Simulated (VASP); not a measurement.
The system is GaP.

```
Ga P
1.0
     0.00000    2.72525    2.72525
     2.72525    0.00000    2.72525
     2.72525    2.72525    0.00000
Ga P
1 1
Direct
  0.00000 0.00000 0.00000
  0.25000 0.25000 0.25000
```

| Quantity | Value |
| --- | --- |
| Program | VASP 6.6.1 |
| Task | relaxation of cell and atoms |
| Functional | PBE |
| Potentials or basis | VASP PAW PBE potentials, release 64 (Ga_d, P) |
| Cutoff | 520 eV |
| k mesh | 10 × 10 × 10 |
| Occupations | gaussian, width 0.02 eV |
| Spin | no spin polarisation |

At the start: pressure 2.5 GPa; volume 20.24 Å³/atom.

Task: How do energy, volume and symmetry change on relaxing?

Result: Over 3 steps the energy falls by 4.7 meV/atom and the volume is 20.86 Å³/atom (+3.1 %); space group F-43m (No. 216, to 0.05 Å).

The path:
| step | energy change (eV) | largest force (eV/Å) | pressure (GPa) | volume (Å³) |
| --- | --- | --- | --- | --- |
| 1 | 0.0000 | 0.0000 | 2.48 | 40.48 |
| 2 | -0.0072 | 0.0000 | -1.08 | 42.35 |
| 3 | -0.0093 | 0.0000 | 0.00 | 41.72 |

Final structure:
```xyz
2
Lattice="0.0000 2.7528 2.7528 2.7528 0.0000 2.7528 2.7528 2.7528 0.0000" Properties=species:S:1:pos:R:3 pbc="T T T"
Ga    0.0000    0.0000    0.0000
P     1.3764    1.3764    1.3764
```
